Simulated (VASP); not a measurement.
Output of a VASP run:

**OSZICAR**
```
       N       E                     dE             d eps       ncg     rms          rms(c)
DAV:   1     0.113999858123E+03    0.11400E+03   -0.98151E+03  6248   0.153E+03
DAV:   2    -0.177034045813E+02   -0.13170E+03   -0.12877E+03  7195   0.381E+02
DAV:   3    -0.216976127509E+02   -0.39942E+01   -0.39625E+01  7644   0.611E+01
DAV:   4    -0.217365008663E+02   -0.38888E-01   -0.38856E-01  6916   0.639E+00
DAV:   5    -0.217368162860E+02   -0.31542E-03   -0.31524E-03  7320   0.596E-01    0.317E+01
DAV:   6    -0.187832689098E+02    0.29535E+01   -0.96464E+00  7050   0.316E+01    0.827E+00
DAV:   7    -0.187123854466E+02    0.70883E-01   -0.43995E-01  6550   0.597E+00    0.605E+00
DAV:   8    -0.186884008327E+02    0.23985E-01   -0.69528E-02  6910   0.256E+00    0.851E-01
DAV:   9    -0.186875262919E+02    0.87454E-03   -0.32789E-03  6790   0.471E-01    0.146E-01
DAV:  10    -0.186875155003E+02    0.10792E-04   -0.29926E-04  7190   0.230E-01    0.714E-02
DAV:  11    -0.186875170799E+02   -0.15796E-05   -0.17294E-05  6855   0.405E-02    0.117E-02
DAV:  12    -0.186875158112E+02    0.12686E-05   -0.54806E-06  6915   0.238E-02    0.293E-03
DAV:  13    -0.186875157724E+02    0.38851E-07   -0.10874E-07  4350   0.348E-03
   1 F= -.18687516E+02 E0= -.18687516E+02  d E =0.000000E+00
```

**OUTCAR**
```
------------------------ aborting loop because EDIFF is reached ----------------------------------------
  FORCE on cell =-STRESS in cart. coord.  units (eV):
  Direction    XX          YY          ZZ          XY          YZ          ZX
  --------------------------------------------------------------------------------------
  Total       -0.0149931     -0.0149931      0.0705963      0.0000000     -0.0000000      0.0000000
  in kB       -1.1467240     -1.1467241      5.3994651      0.0000000     -0.0000000      0.0000000
  external PRESSURE =       1.0353390 kB  Pullay stress =       0.0000000 kB
  volume of cell :       20.95
      direct lattice vectors                 reciprocal lattice vectors
     1.458064544 -2.525441947  0.000000000     0.342920347 -0.197985149  0.000000000
     1.458064544  2.525441947  0.000000000     0.342920347  0.197985149  0.000000000
     0.000000000  0.000000000  2.844446540     0.000000000  0.000000000  0.351562241
 POSITION                                       TOTAL-FORCE (eV/Angst)
 -----------------------------------------------------------------------------------
      0.00000      0.00000      0.00000         0.000000     -0.000000      0.000000
      1.45806      0.84182      1.42222         0.000000      0.000000      0.000000
 -----------------------------------------------------------------------------------
    total drift:                               -0.000000     -0.000389      0.000000
  FREE ENERGIE OF THE ION-ELECTRON SYSTEM (eV)
  ---------------------------------------------------
  free  energy   TOTEN  =       -18.6875157724 eV

  energy  without entropy=      -18.6875157724  energy(sigma->0) =      -18.68751577

 total charge

# of ion       s       p       d       tot
------------------------------------------
    1        2.348   6.418   3.400  12.165
    2        0.855   1.573   0.000   2.427
--------------------------------------------------
tot          3.202   7.990   3.400  14.592
```
(Selected blocks of OUTCAR.)

POSCAR:
```
WC
1
    1.4580645443    -2.5254419469    -0.0000000000
    1.4580645443     2.5254419469     0.0000000000
   -0.0000000000    -0.0000000000     2.8444465401
W C
1 1
Direct
  0.0000000000   0.0000000000   0.0000000000
  0.3333330000   0.6666670000   0.5000000000
```

Reconstruct the remaining input files.

This is not unique; one that fits is the input of the run itself, optB86b-vdW, plane waves, VASP's PBE PAW potentials (set 64).

**INCAR**
```
# general
SYSTEM   = WC
PREC     = Accurate
ENCUT    = 520   # plane-wave cut-off (eV)
LREAL    = .FALSE.
LASPH    = .TRUE.

# electronic loop
EDIFF    = 1E-7
NELM     = 100
ALGO     = Normal   # blocked Davidson
LMAXMIX  = 6

# smearing
ISMEAR   = -5

# functional
GGA      = MK
LUSE_VDW = .TRUE.
AGGAC    = 0.0
PARAM1   = 0.1234
PARAM2   = 1.0

# ions
ISIF     = 2   # forces and stress, cell fixed

# output
LWAVE    = .FALSE.
LCHARG   = .TRUE.
LORBIT   = 11   # lm-projected
NEDOS    = 601   # DOS grid
```

**KPOINTS**
```
kpoints
0
G
16 16 14
```

POTCAR, in this order: W_sv C (PBE.64 set). Program: vasp_std.

For a metal the tetrahedron method with Blöchl corrections gives inexact stress and forces.

The compound is WC in the wc structure. It was relaxed first.
